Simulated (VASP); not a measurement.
Data:

Sn is taken in the tetragonal space group I4₁/amd, origin choice 1 (No. 141), Pearson symbol tI4. Cell: a = 5.926 Å, b = 5.926 Å, c = 3.228 Å, α = 90.00°, β = 90.00°, γ = 90.00°. Sn on 4a sees 4 Sn at 3.071 Å and 2 Sn at 3.228 Å. (Neighbours: up to the widest gap in distance over summed covalent radii, below 1.35, at either atom.)
(The calculation used a cell of 2 atoms; values per cell refer to that cell.)

Level of theory: PBE GGA, VASP's PBE PAW potentials (set 64) (plane waves; VASP). Numerical set-up: 480 eV cut-off, 12×12×12 Γ-centred mesh, first-order Methfessel-Paxton smearing of 0.10 eV, potentials Sn_d.

Each relaxation starts from this cell; other phases were not tried.

### Question
The cell is relaxed at 5 GPa. What happens?

### Answer
The volume per atom goes from 28.34 to 26.03 Å³ (-8.1 %), and the cell becomes a = b = 5.775 Å, c = 3.123 Å, α = β = γ = 90.00°, space group I4_1/amd.

### Question
The cell is relaxed at 15 GPa. What happens?

### Answer
The volume per atom goes from 28.34 to 23.33 Å³ (-17.7 %), and the cell becomes a = b = 5.578 Å, c = 3.000 Å, α = β = γ = 90.00°, space group I4_1/amd.

Failed runs are left out, and for metals the shear rows, which the mesh's noise covers.

The compound is Sn in the beta structure.
